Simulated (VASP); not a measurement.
A VASP calculation is set up with these files.

### POSCAR
```
CoC
1
    0.0000000000     2.1091565610     2.1091565610
    2.1091565610     0.0000000000     2.1091565610
    2.1091565610     2.1091565610     0.0000000000
Co C
1 1
Direct
  0.0000000000   0.0000000000   0.0000000000
  0.2500000000   0.2500000000   0.2500000000
```

### KPOINTS
```
Automatic mesh
0
Gamma
13 13 13
0 0 0
```

**INCAR**
```
SYSTEM=CoC
PREC=Accurate; ENCUT=520; LREAL=F
LASPH=T
EDIFF=1E-6; NELM=100; ALGO=Normal
LMAXMIX=4
ISMEAR=1; SIGMA=0.1
GGA=PS
IBRION=2; NSW=60; ISIF=3
EDIFFG=-0.01
LWAVE=F; LCHARG=F
```

POTCAR, in this order: Co C (PBE.64 set). Program: vasp_std.

Q: Translate this PBEsol calculation to Quantum ESPRESSO's pw.x.

A: One equivalent input (not run):
```
&CONTROL
  calculation = 'vc-relax'
  pseudo_dir = './pseudo'
  outdir = './out'
  tprnfor = .true.
  tstress = .true.
  nstep = 60
  forc_conv_thr = 0.00039
/
&SYSTEM
  ibrav = 0
  nat = 2
  ntyp = 2
  ecutwfc = 96
  occupations = 'smearing'
  smearing = 'methfessel-paxton'
  degauss = 0.00735
  input_dft = 'pbesol'
/
&ELECTRONS
  conv_thr = 7.3e-08
  electron_maxstep = 100
/
&IONS
/
&CELL
/
ATOMIC_SPECIES
  Co 58.933 Co.upf
  C 12.011 C.upf
CELL_PARAMETERS angstrom
     0.0000000    2.1091566    2.1091566
     2.1091566    0.0000000    2.1091566
     2.1091566    2.1091566    0.0000000
ATOMIC_POSITIONS crystal
  Co   0.0000000  0.0000000  0.0000000
  C    0.2500000  0.2500000  0.2500000
K_POINTS automatic
  13 13 13 0 0 0
```
Limits of the translation: the potentials are each code's own (VASP's PAW set, PseudoDojo norm-conserving files in pw.x), so ENCUT and ecutwfc are chosen apart and not converted; conv_thr bounds pw.x's estimated SCF error, while EDIFF bounds the energy change between steps; forc_conv_thr acts on force components and is met together with etot_conv_thr.

The structure was generated: CoC was put into the zinc blende type (F-43m), which need not be its known phase. This run relaxes it. Symmetry was kept, so distortions that lower it aren't found. The start is the result of an earlier pass.
